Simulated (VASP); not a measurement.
Write the native input for VASP 6.6.1 that does the following.

```
Task                   : atomic charges
Functional             : PBE
Dispersion             : TS
Potentials or basis    : VASP PAW PBE potentials, release 64 (N, C, Ga_d, F, H)
Cutoff                 : 520 eV
k mesh                 : 1 × 1 × 1
Occupations            : gaussian, width 0.01 eV
Spin                   : no spin polarisation
Further INCAR settings : ALGO = Normal; EDIFF = 1e-07
```

The structure of NCGaFH lies in POSCAR:

```
GaHCNF
1.0
   12.0000000000      0.0000000000      0.0000000000
    0.0000000000     13.0000000000      0.0000000000
    0.0000000000      0.0000000000     12.0000000000
N C Ga F H
1 1 1 1 1
Direct
    0.6235291700      0.3616192300      0.6011083300
    0.5757791700      0.4225807700      0.5503000000
    0.5007208300      0.5290192300      0.4668166700
    0.3786375000      0.4849807700      0.4045583300
    0.5372958300      0.6416115400      0.4518083300
```

The input as run:

INCAR

```
SYSTEM = GaHCNF
ALGO     = Normal         ! electronic algorithm
EDIFF    = 1E-7           ! SCF threshold, eV
ENCUT    = 520            ! plane-wave cutoff, eV
GGA      = PE             ! functional
ISIF     = 2              ! what is computed and relaxed
ISMEAR   = 0              ! smearing method
IVDW     = 2              ! dispersion correction
LASPH    = .True.         ! aspherical terms in the spheres
LCHARG   = .False.        ! write CHGCAR
LORBIT   = 10             ! projections on sites
LREAL    = .False.        ! projectors in reciprocal space
LWAVE    = .False.        ! write WAVECAR
NELM     = 80             ! most SCF steps
PREC     = Accurate       ! precision mode
SIGMA    = 0.01           ! smearing width, eV
```

KPOINTS

```
k-points
0
Gamma
  1 1 1
  0 0 0
```

Potentials or basis: VASP PAW PBE potentials, release 64 (N, C, Ga_d, F, H).

Launch:

```sh
$ cat potpaw_PBE.64/N/POTCAR potpaw_PBE.64/C/POTCAR potpaw_PBE.64/Ga_d/POTCAR potpaw_PBE.64/F/POTCAR potpaw_PBE.64/H/POTCAR > POTCAR
$ mpirun -np 1 vasp_gam > vasp.out
```

Results of the run:

* Largest force: 1.936 eV/Å
* Gap between the frontier levels: 5.11 eV
* Valence electrons inside the program's atomic spheres: N 3.81; C 2.69; Ga 11.78; F 6.07; H 0.54
* Hirshfeld charges: N -0.18; C -0.07; Ga +0.58; F -0.27; H -0.06 e
* Dispersion energy per atom: -0.004 eV

Caveat: the standard files for N, O and F lose accuracy on very short bonds.

It took 3.7 min on 1 thread of Intel(R) Xeon(R) Platinum 8375C CPU @ 2.90GHz (Ice Lake) (shared host), peak memory 1.5 GiB.
